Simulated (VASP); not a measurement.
```yaml
crystal:
  lattice:
    - [0.00000, 2.91387, 2.91387]
    - [2.91387, 0.00000, 2.91387]
    - [2.91387, 2.91387, 0.00000]
  atoms:
    - { symbol: As, position: [0.00000, 0.00000, 0.00000] }
    - { symbol: Co, position: [0.50000, 0.50000, 0.50000], spin: 3.0 }
    - { symbol: Co, position: [0.25000, 0.25000, 0.25000], spin: 3.0 }
    - { symbol: Co, position: [0.75000, 0.75000, 0.75000], spin: 3.0 }
```

Level of theory: PBE GGA, VASP's PBE PAW potentials (set 64) (plane waves; VASP). Numerical set-up: 400 eV cut-off, 6×6×6 Γ-centred mesh, Gaussian smearing of 0.050 eV, potentials As Co.

Question: Estimate the cell moment, energy per atom (σ→0), pressure, band gap (on the k-mesh) with the smallest direct gap where there is one.

Answer: 
```
Property                                                     Value
------------------------  ----------------------------------------
band gap (on the k-mesh)  none (metal, semimetal or under 0.01 eV)
cell moment                                                4.60 μB
energy per atom (σ→0)                               -6.386 eV/atom
pressure                                                 -7.29 GPa
```

Question: Give the moment on each site (PAW-sphere projection).

Answer: 
```tsv
site	moment (μB)
As1	0.04
Co2	1.65
Co3	1.48
Co4	1.48
```

Total energies compare only between runs with the same potentials, cut-off and functional.

The structure was generated: Co3As was put into the D03 type (Fm-3m), which need not be its known phase. The cell was not relaxed at this level. The k-mesh is coarse (spacing up to 0.31 per Å, 2π included), so the numbers may not be converged in it.
